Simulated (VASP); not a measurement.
VASP input:

**KPOINTS**
```
Automatic mesh
0
Gamma
9 9 7
0 0 0
```

INCAR:
```
SYSTEM = TiB2
PREC = Accurate
ENCUT = 520
EDIFF = 1E-6
NELM = 60
ALGO = Normal
LREAL = .FALSE.
LASPH = .TRUE.
ISMEAR = 1
SIGMA = 0.1
GGA = PE
LMAXMIX = 4
LWAVE = .FALSE.
LCHARG = .FALSE.
ISIF = 2
IMIX = 1
AMIX = 1.9
BMIX = 0.0001
```

**POSCAR**
```
TiB2
1
    1.5453000000    -2.6765380000     0.0000000000
    1.5453000000     2.6765380000     0.0000000000
    0.0000000000     0.0000000000     3.2946000000
Ti B
1 2
Direct
  0.0000000000   0.0000000000   0.0000000000
  0.3333330000   0.6666670000   0.5000000000
  0.6666670000   0.3333330000   0.5000000000
```

POTCAR, in this order: Ti_sv B (PBE.64 set). Program: vasp_std.

The resulting files:

**standard output**
```
 POSCAR found type information on POSCAR TiB
 POSCAR found :  2 types and       3 ions
 Reading from existing POTCAR
 Reading from existing POTCAR
 LDA part: xc-table for (Slater+PW92), standard interpolation
 POSCAR, INCAR and KPOINTS ok, starting setup
 WAVECAR not read
 entering main loop
       N       E                     dE             d eps       ncg     rms          rms(c)
DAV:   1     0.123287728291E+03    0.12329E+03   -0.93144E+03  1248   0.155E+03
DAV:   2    -0.193386973481E+02   -0.14263E+03   -0.13898E+03  1258   0.384E+02
DAV:   3    -0.290819483360E+02   -0.97433E+01   -0.95819E+01  1875   0.939E+01
DAV:   4    -0.294243677650E+02   -0.34242E+00   -0.33993E+00  1565   0.160E+01
DAV:   5    -0.294347258746E+02   -0.10358E-01   -0.10357E-01  1901   0.250E+00    0.155E+01
DAV:   6    -0.244861544303E+03   -0.21543E+03   -0.12206E+03  1595   0.328E+02    0.120E+02
DAV:   7    -0.446945458484E+04   -0.42246E+04   -0.41416E+04  1657   0.178E+03    0.278E+02
DAV:   8    -0.144456099128E+05   -0.99762E+04   -0.10604E+05  2246   0.145E+03    0.735E+02

 -----------------------------------------------------------------------------
|                                                                             |
|     EEEEEEE  RRRRRR   RRRRRR   OOOOOOO  RRRRRR      ###     ###     ###     |
|     E        R     R  R     R  O     O  R     R     ###     ###     ###     |
|     E        R     R  R     R  O     O  R     R     ###     ###     ###     |
|     EEEEE    RRRRRR   RRRRRR   O     O  RRRRRR       #       #       #      |
|     E        R   R    R   R    O     O  R   R                               |
|     E        R    R   R    R   O     O  R    R      ###     ###     ###     |
|     EEEEEEE  R     R  R     R  OOOOOOO  R     R     ###     ###     ###     |
|                                                                             |
|     ERROR FEXCP: supplied Exchange-correletion table                        |
|      is too small, maximal index : 5716                                     |
|                                                                             |
|       ---->  I REFUSE TO CONTINUE WITH THIS SICK JOB ... BYE!!! <----       |
|                                                                             |
 -----------------------------------------------------------------------------
```

### Question
Read the log: what went wrong, and how is it fixed?

### Answer
The cause: simple mixing (IMIX = 1) with AMIX above 1 overshoots. VASP stops with an error: ERROR FEXCP: supplied Exchange-correletion table is too small, maximal index : 5716 ----> I REFUSE TO CONTINUE WITH THIS SICK JOB ... BYE!!! <---- To mend it, remove IMIX, remove AMIX, remove BMIX.

The mended run (PBE GGA, plane waves, VASP's PBE PAW potentials (set 64)) converges, and its OSZICAR ends with
```
   1 F= -.24361789E+02 E0= -.24362037E+02  d E =0.744626E-03
```

The compound is TiB2 in the AlB2 type structure. The cell was not relaxed at this level.
